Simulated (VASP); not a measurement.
Consider the following.

```yaml
crystal:
  lattice:
    - [4.37580, 0.00000, 0.00000]
    - [0.00000, 4.37580, 0.00000]
    - [0.00000, 0.00000, 4.37580]
  atoms:
    - { symbol: Cs, position: [0.00000, 0.00000, 0.00000] }
    - { symbol: Br, position: [0.50000, 0.50000, 0.50000] }
```

Calculation: PBE GGA, VASP's PBE PAW potentials (set 64) (plane waves; VASP 6.6.1). Run with 400 eV cut-off, 6×6×6 Γ-centred mesh, Gaussian smearing of 0.050 eV, potentials Cs_sv Br.

Unless said otherwise, spin-orbit coupling is left out, though it shifts the bands of the heavy elements here.

### Question
What does the run give for the energy per atom (σ→0), band gap (on the k-mesh) with the smallest direct gap where there is one?

### Answer

```json
{
 "band gap (on the k-mesh)": "4.28 eV",
 "smallest direct gap (on the k-mesh)": "4.30 eV",
 "energy per atom (σ→0)": "-3.012 eV/atom"
}
```

The compound is CsBr in the CsCl type structure. The cell was not relaxed at this level.
